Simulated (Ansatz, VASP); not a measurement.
# BePtC3: VASP beside Ansatz

```
Be Pt C
1.0
     3.97372    0.00000    0.00000
     0.00000    3.97372    0.00000
     0.00000    0.00000    3.97372
Be Pt C
1 1 3
Direct
  0.50000 0.50000 0.50000
  0.00000 0.00000 0.00000
  0.50000 0.00000 0.00000
  0.00000 0.50000 0.00000
  0.00000 0.00000 0.50000
```

Alike in both runs: task single point; functional PBE; k mesh 4 × 4 × 4; occupations gaussian, width 0.1 eV; no spin polarisation.

|  | VASP | Ansatz |
| --- | --- | --- |
| version | VASP 6.6.1 | Ansatz 0.2.0 |
| potentials or method | VASP PAW PBE potentials, release 64 (Be, Pt, C) | scalar-relativistic, plane waves, PAW |
| plane-wave cutoff (eV) | 520 | 420 |
| valence electrons in the cell | 24 | 32 |

VASP gave:

```
gap on the k mesh at the Fermi level (eV) : none
pressure (GPa)                            : 1.4
```

Task: Estimate Ansatz's values.

Result: gap on the k mesh at the Fermi level (eV): none; pressure (GPa): 1.5.

A gap of «none» marks a metal or a gap that the smearing closes. With one functional, cell and mesh, what is left measures potentials, basis and numerics. The two sets of potentials don't hold the same shells in valence.

Caveats: the k mesh is coarse (spacing up to 0.40 Å⁻¹), so the values aren't converged. The runs have no spin-orbit coupling, so splittings on Pt are missing.
